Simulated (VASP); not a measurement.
Data:

```
BaTiO3
1.0
    3.98195     0.00000     0.00000
    0.00000     3.98195     0.00000
    0.00000     0.00000     4.08272
Ba Ti O
1 1 3
Direct
  0.00000   0.00000   0.00250
  0.50000   0.50000   0.51915
  0.50000   0.50000   0.97157
  0.00000   0.50000   0.48539
  0.50000   0.00000   0.48539
```

All values below come from r2SCAN+rVV10, VASP's PBE PAW potentials (set 64) (plane waves; VASP). Run with 520 eV cut-off, 6×6×6 Γ-centred mesh, tetrahedra with Blöchl corrections, potentials Ba_sv Ti_sv O.

The cores are frozen, which limits the accuracy of field gradients.

Give the principal components of the electric field gradient (V/Å²) and the asymmetry η at each nucleus.

```tsv
atom	Vxx	Vyy	Vzz	η
Ba1	3.1	3.1	-6.1	0.00
Ti2	-6.9	-6.9	13.9	0.00
O3	-10.5	-10.5	21.0	0.00
O4	-17.1	-11.9	29.0	0.18
O5	-17.1	-11.9	29.0	0.18
```

The compound is BaTiO3 in the tetragonal perovskite structure. It was relaxed first.
